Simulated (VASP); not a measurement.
```yaml
crystal:
  lattice:
    - [4.19380, 0.00000, 0.00000]
    - [0.00000, 4.19380, 0.00000]
    - [0.00000, 0.00000, 2.68425]
  atoms:
    - { symbol: Si, position: [0.00000, 0.00000, 0.00000] }
    - { symbol: Si, position: [0.50000, 0.50000, 0.50000] }
    - { symbol: O, position: [0.30595, 0.30595, 0.00000] }
    - { symbol: O, position: [0.80595, 0.19405, 0.50000] }
    - { symbol: O, position: [0.19405, 0.80595, 0.50000] }
    - { symbol: O, position: [0.69405, 0.69405, 0.00000] }
```

All values below come from PBEsol GGA, VASP's PBE PAW potentials (set 64) (plane waves; VASP). Settings: 520 eV cut-off, Gaussian smearing of 0.050 eV, potentials Si O.

Task: Give the energies of bands 6 to 19 at the high-symmetry points, in eV from the valence-band maximum.

Result: 
```json
[
 {"band": "6", "Γ": "-6.42", "X": "-9.31", "M": "-7.86", "Z": "-9.53", "R": "-9.39", "A": "-10.77"},
 {"band": "7", "Γ": "-6.42", "X": "-4.56", "M": "-5.90", "Z": "-6.91", "R": "-8.11", "A": "-8.18"},
 {"band": "8", "Γ": "-6.25", "X": "-4.56", "M": "-5.90", "Z": "-6.91", "R": "-8.11", "A": "-8.18"},
 {"band": "9", "Γ": "-5.42", "X": "-4.51", "M": "-4.06", "Z": "-6.28", "R": "-6.53", "A": "-4.52"},
 {"band": "10", "Γ": "-5.09", "X": "-4.51", "M": "-4.06", "Z": "-6.28", "R": "-6.53", "A": "-4.52"},
 {"band": "11", "Γ": "-3.14", "X": "-3.88", "M": "-3.27", "Z": "-4.62", "R": "-3.99", "A": "-4.48"},
 {"band": "12", "Γ": "-3.14", "X": "-3.88", "M": "-3.27", "Z": "-4.62", "R": "-3.99", "A": "-4.48"},
 {"band": "13", "Γ": "-2.53", "X": "-2.69", "M": "-2.69", "Z": "-3.09", "R": "-2.27", "A": "-1.75"},
 {"band": "14", "Γ": "-0.88", "X": "-2.69", "M": "-2.69", "Z": "-3.09", "R": "-2.27", "A": "-1.75"},
 {"band": "15", "Γ": "-0.88", "X": "-1.07", "M": "-2.26", "Z": "-2.67", "R": "-1.75", "A": "-1.54"},
 {"band": "16", "Γ": "0.00", "X": "-1.07", "M": "-2.26", "Z": "-2.67", "R": "-1.75", "A": "-1.54"},
 {"band": "17", "Γ": "5.32", "X": "7.46", "M": "7.15", "Z": "8.84", "R": "8.55", "A": "6.93"},
 {"band": "18", "Γ": "6.43", "X": "7.46", "M": "7.15", "Z": "8.84", "R": "8.55", "A": "6.93"},
 {"band": "19", "Γ": "8.19", "X": "8.78", "M": "9.77", "Z": "12.32", "R": "9.61", "A": "10.74"}
]
```

The gap is direct, 5.32 eV, from the valence maximum at Γ to the conduction minimum at Γ.

The compound is SiO2 in the rutile structure, stishovite, a high-pressure form. It was relaxed first.
